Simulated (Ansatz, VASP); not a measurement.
Ag3SnSe in VASP and in Ansatz

```xyz
5
Lattice="4.8727 0.0000 0.0000 0.0000 4.8727 0.0000 0.0000 0.0000 4.8727" Properties=species:S:1:pos:R:3 pbc="T T T"
Ag    2.4364    0.0000    0.0000
Ag    0.0000    2.4364    0.0000
Ag    0.0000    0.0000    2.4364
Sn    0.0000    0.0000    0.0000
Se    2.4364    2.4364    2.4364
```

Alike in both runs: task single point; functional PBE; k mesh 4 × 4 × 4; occupations gaussian, width 0.1 eV; no spin polarisation.

|  | VASP | Ansatz |
| --- | --- | --- |
| version | VASP 6.6.1 | Ansatz 0.2.0 |
| potentials or method | VASP PAW PBE potentials, release 64 (Ag, Sn_d, Se) | scalar-relativistic, plane waves, PAW |
| plane-wave cutoff (eV) | 520 | 420 |
| valence electrons in the cell | 53 | 87 |

VASP gave:

```
gap on the k mesh at the Fermi level (eV) : none
pressure (GPa)                            : 13.8
```

Question: What did Ansatz give for the same quantities?

Answer: gap on the k mesh at the Fermi level (eV): none; pressure (GPa): 13.7.

A gap of «none» marks a metal or a gap that the smearing closes. The two sets of potentials don't hold the same shells in valence.
